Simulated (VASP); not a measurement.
A convergence study with VASP on CsBr (CsCl type): one setting is varied, all else stays as given below, so the limit is that of these other settings. Each run relaxes cell and ions from the cell shown. The basis is that of the starting cell, so low cut-offs carry a Pulay error.

```xyz
2
Lattice="4.2900 0.0000 0.0000 0.0000 4.2900 0.0000 0.0000 0.0000 4.2900" Properties=species:S:1:pos:R:3 pbc="T T T"
Cs     0.0000     0.0000     0.0000
Br     2.1450     2.1450     2.1450
```

All values below come from PBE GGA, VASP's PBE PAW potentials (set 64) (plane waves; VASP). The tightest run used: 700 eV cut-off, 5×5×5 Γ-centred mesh, Gaussian smearing of 0.050 eV, potentials Cs_sv Br.

Gaps are read on the run's mesh, which can miss a band edge.

Q: The settings run are ENCUT = 150; ENCUT = 200; ENCUT = 250; ENCUT = 300; ENCUT = 350; ENCUT = 400; ENCUT = 450; ENCUT = 500; ENCUT = 550; ENCUT = 600; ENCUT = 650; ENCUT = 700. From which on does the relaxed volume stay within 0.1 Å³/atom of the tightest run?

A: From ENCUT = 450 on: it is off by 0.080 there and by no more than 0.1 in any finer run, while ENCUT = 400 is off by 0.131.
```tsv
setting	relaxed volume (Å³/atom)	E (eV/atom)	gap on the mesh (eV)	plane waves	difference judged (Å³/atom)
ENCUT = 150	34.030	-3.1038	4.666	341	8.420
ENCUT = 200	39.355	-2.9981	4.511	513	3.095
ENCUT = 250	41.800	-3.0094	4.303	739	0.651
ENCUT = 300	42.306	-3.0115	4.264	948	0.144
ENCUT = 350	42.306	-3.0111	4.263	1189	0.145
ENCUT = 400	42.320	-3.0112	4.263	1445	0.131
ENCUT = 450	42.371	-3.0116	4.260	1743	0.080
ENCUT = 500	42.412	-3.0119	4.257	2022	0.039
ENCUT = 550	42.433	-3.0119	4.255	2338	0.018
ENCUT = 600	42.442	-3.0120	4.255	2652	0.008
ENCUT = 650	42.447	-3.0120	4.254	2995	0.004
ENCUT = 700	42.451	-3.0120	4.254	3345	0.000
```

Left out are rungs that failed or repeat a setting and relaxations that didn't move; long series are thinned to 24 rows.

The compound is CsBr in the CsCl type structure.
